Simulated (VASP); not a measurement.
Method: PBE GGA, VASP's PBE PAW potentials (set 64) (plane waves; VASP).

A VASP calculation is set up with these files.

File POSCAR:
```
TiAl
1.0
  2.8293100000   0.0000000000   0.0000000000
  0.0000000000   2.7842810000   0.0000000000
  0.0000000000   0.0000000000   3.9676390000
Ti Al
1 1
Cart
  0.0000000000   0.0000000000   0.0000000000
  1.4832403037   1.3921405000   1.9838195000
```

### INCAR
```
SYSTEM  =  TiAl
PREC  =  Accurate; ENCUT  =  400; LREAL  =  .False.
LASPH  =  .True.; NELECT  =  15.5
EDIFF  =  1E-6; NELM  =  100; ALGO  =  Normal
LMAXMIX  =  4
ISMEAR  =  0; SIGMA  =  0.05
GGA  =  PE
ISIF  =  2
LWAVE  =  .False.; LCHARG  =  .False.
```

**KPOINTS**
```
Automatic mesh
0
Gamma
12 12 8
0 0 0
```

POTCAR, in this order: Ti_sv Al (PBE.64 set). Program: vasp_std.

Output of the run:

OUTCAR:
```
 ion  position               nearest neighbor table
   1  0.000  0.000  0.000-   2 2.77   2 2.77   2 2.77   2 2.77   2 2.84   2 2.84   2 2.84   2 2.84
  LATTYP: Found a simple orthorhombic cell.
 ALAT       =     2.7842810000
 B/A-ratio  =     1.0161725774
 C/A-ratio  =     1.4250138546
 Subroutine PRICEL returns:
 Original cell was already a primitive cell.
 Subroutine GETGRP returns: Found  4 space group operations
The static configuration has the point symmetry C_2v.
The dynamic configuration has the point symmetry C_2v.
 Subroutine INISYM returns: Found  4 space group operations
 Subroutine IBZKPT returns following result:
 Found    245 irreducible k-points:

 Following reciprocal coordinates:
            Coordinates               Weight
  0.000000  0.000000  0.000000      1.000000
  0.083333  0.000000  0.000000      2.000000
  0.166667  0.000000  0.000000      2.000000
  0.250000  0.000000  0.000000      2.000000
  0.333333  0.000000  0.000000      2.000000
  0.416667  0.000000  0.000000      2.000000
  0.500000  0.000000  0.000000      1.000000
  0.000000  0.083333  0.000000      2.000000
  0.083333  0.083333  0.000000      4.000000
  0.166667  0.083333  0.000000      4.000000
  0.250000  0.083333  0.000000      4.000000
  0.333333  0.083333  0.000000      4.000000
  0.416667  0.083333  0.000000      4.000000
  0.500000  0.083333  0.000000      2.000000
  0.000000  0.166667  0.000000      2.000000
  0.083333  0.166667  0.000000      4.000000
  0.166667  0.166667  0.000000      4.000000
  0.250000  0.166667  0.000000      4.000000
  0.333333  0.166667  0.000000      4.000000
  0.416667  0.166667  0.000000      4.000000
  0.500000  0.166667  0.000000      2.000000
  0.000000  0.250000  0.000000      2.000000
  0.083333  0.250000  0.000000      4.000000
...
```

**OSZICAR**
```
       N       E                     dE             d eps       ncg     rms          rms(c)
DAV:   1     0.894740305181E+02    0.89474E+02   -0.65045E+03  5904   0.109E+03
DAV:   2    -0.381714753337E+01   -0.93291E+02   -0.90180E+02  6052   0.300E+02
DAV:   3    -0.866535627136E+01   -0.48482E+01   -0.46646E+01  8864   0.688E+01
DAV:   4    -0.881984748586E+01   -0.15449E+00   -0.15377E+00  6972   0.107E+01
DAV:   5    -0.882638789361E+01   -0.65404E-02   -0.65367E-02  8728   0.199E+00    0.101E+01
DAV:   6    -0.798918594497E+01    0.83720E+00   -0.57886E+00  7200   0.292E+01    0.327E+00
DAV:   7    -0.790972955165E+01    0.79456E-01   -0.49721E-01  6856   0.845E+00    0.230E+00
DAV:   8    -0.790256692837E+01    0.71626E-02   -0.11043E-01  6684   0.360E+00    0.525E-01
DAV:   9    -0.790156745450E+01    0.99947E-03   -0.25523E-02  7100   0.215E+00    0.321E-01
DAV:  10    -0.790143183809E+01    0.13562E-03   -0.19593E-03  7180   0.533E-01    0.843E-02
DAV:  11    -0.790139405320E+01    0.37785E-04   -0.59223E-04  7412   0.277E-01    0.523E-02
DAV:  12    -0.790139131959E+01    0.27336E-05   -0.34451E-05  6744   0.689E-02    0.131E-02
DAV:  13    -0.790139030560E+01    0.10140E-05   -0.15432E-06  5724   0.123E-02    0.686E-03
DAV:  14    -0.790139034710E+01   -0.41502E-07   -0.16525E-06  5116   0.169E-02
   1 F= -.79013903E+01 E0= -.79001741E+01  d E =-.243242E-02
```

**OUTCAR**
```
------------------------ aborting loop because EDIFF is reached ----------------------------------------
  FORCE on cell =-STRESS in cart. coord.  units (eV):
  Direction    XX          YY          ZZ          XY          YZ          ZX
  --------------------------------------------------------------------------------------
  Total        5.6904144      6.2572368      6.5398767      0.0000000      0.0000000      0.0000000
  in kB      291.6948271    320.7505606    335.2388887      0.0000000      0.0000000      0.0000000
  external PRESSURE =     315.8947588 kB  Pullay stress =       0.0000000 kB
  volume of cell :       31.26
      direct lattice vectors                 reciprocal lattice vectors
     2.829310000  0.000000000  0.000000000     0.353443066  0.000000000  0.000000000
     0.000000000  2.784281000  0.000000000     0.000000000  0.359159151  0.000000000
     0.000000000  0.000000000  3.967639000     0.000000000  0.000000000  0.252039059
 POSITION                                       TOTAL-FORCE (eV/Angst)
 -----------------------------------------------------------------------------------
      0.00000      0.00000      0.00000         0.306653      0.000000      0.000000
      1.48324      1.39214      1.98382        -0.306653      0.000000      0.000000
 -----------------------------------------------------------------------------------
    total drift:                                0.000028      0.000000      0.000000
  FREE ENERGIE OF THE ION-ELECTRON SYSTEM (eV)
  ---------------------------------------------------
  free  energy   TOTEN  =        -7.9013903471 eV

  energy  without entropy=       -7.8989579319  energy(sigma->0) =       -7.90017414
```
(Selected blocks of OUTCAR.)

OUTCAR:
```
 val. band max:        9.1114888322   @ k =   0.2500   0.1667   0.3750

 cond. band min:       9.1136356137   @ k =   0.1667   0.3333   0.5000


 Fermi energy:         9.1135522532

 k-point     1 :       0.0000    0.0000    0.0000
  band No.  band energies     occupation
      1     -47.4276      2.00000
      2     -23.8610      2.00000
      3     -23.4168      2.00000
      4     -23.3612      2.00000
      5      -0.7526      2.00000
      6       6.7951      2.00000
      7       7.9590      2.00000
      8       8.3819      2.00000
      9      11.0996      0.00000
     10      11.2418      0.00000
     11      12.4090      0.00000
     12      15.4157      0.00000

 k-point     2 :       0.0833    0.0000    0.0000
  band No.  band energies     occupation
      1     -47.4236      2.00000
      2     -23.8569      2.00000
      3     -23.4506      2.00000
      4     -23.3584      2.00000
      5      -0.6150      2.00000
      6       6.9050      2.00000
      7       7.9940      2.00000
      8       8.2579      2.00000
      9      11.2494      0.00000
     10      11.2657      0.00000
     11      12.2668      0.00000
     12      15.0070      0.00000

 k-point     3 :       0.1667    0.0000    0.0000
  band No.  band energies     occupation
      1     -47.4127      2.00000
      2     -23.8459      2.00000
      3     -23.5424      2.00000
      4     -23.3506      2.00000
      5      -0.2077      2.00000
      6       7.1905      2.00000
      7       7.9553      2.00000
      8       8.0167      2.00000
      9      11.3323      0.00000
     10      11.6481      0.00000
     11      11.9138      0.00000
     12      13.3488      0.00000

 k-point     4 :       0.2500    0.0000    0.0000
  band No.  band energies     occupation
      1     -47.3979      2.00000
      2     -23.8308      2.00000
      3     -23.6660      2.00000
      4     -23.3400      2.00000
      5       0.4547      2.00000
      6       7.3749      2.00000
...
```

The cell is charged, with a uniform compensating background.

The compound is TiAl in the L1_0 structure. The cell was not relaxed at this level, atoms are displaced from their ideal sites. The run is one of a series of settings (ISMEAR = 0, NELECT = 15.5, SIGMA = 0.05 against the base run), some of them coarse on purpose.
